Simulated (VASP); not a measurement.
Data:

```
CELL_PARAMETERS angstrom
      1.23308    -2.13576     0.00000
      1.23308     2.13576     0.00000
      0.00000     0.00000     6.71043
ATOMIC_POSITIONS crystal
  C  0.00000 0.00000 0.25000
  C  0.00000 0.00000 0.75000
  C  0.33333 0.66667 0.25000
  C  0.66667 0.33333 0.75000
```

All values below come from PBE GGA with D3 dispersion (Becke-Johnson damping), VASP's PBE PAW potentials (set 64) (plane waves; VASP). Settings: 520 eV cut-off, Gaussian smearing of 0.050 eV, potentials C.

**Question.** Give the energies of bands 3 to 10 at the high-symmetry points, in eV from the Fermi level.

**Answer.** 
| band | Γ | M | K | A | L | H |
|---|---|---|---|---|---|---|
| 3 | -8.50 | -13.24 | -12.56 | -7.61 | -13.20 | -12.56 |
| 4 | -6.53 | -13.15 | -12.47 | -7.61 | -13.20 | -12.56 |
| 5 | -3.01 | -6.41 | -10.52 | -3.00 | -6.38 | -10.52 |
| 6 | -3.01 | -6.35 | -10.52 | -3.00 | -6.38 | -10.52 |
| 7 | -3.00 | -2.76 | -0.63 | -3.00 | -2.35 | 0.00 |
| 8 | -3.00 | -2.07 | -0.02 | -3.00 | -2.35 | 0.00 |
| 9 | 4.30 | 1.52 | -0.02 | 6.93 | 1.66 | 0.02 |
| 10 | 8.32 | 2.19 | 0.72 | 6.93 | 1.66 | 0.02 |

It has no gap at this level: it comes out as a metal or semimetal.

The compound is C in the graphite structure. It was relaxed first.
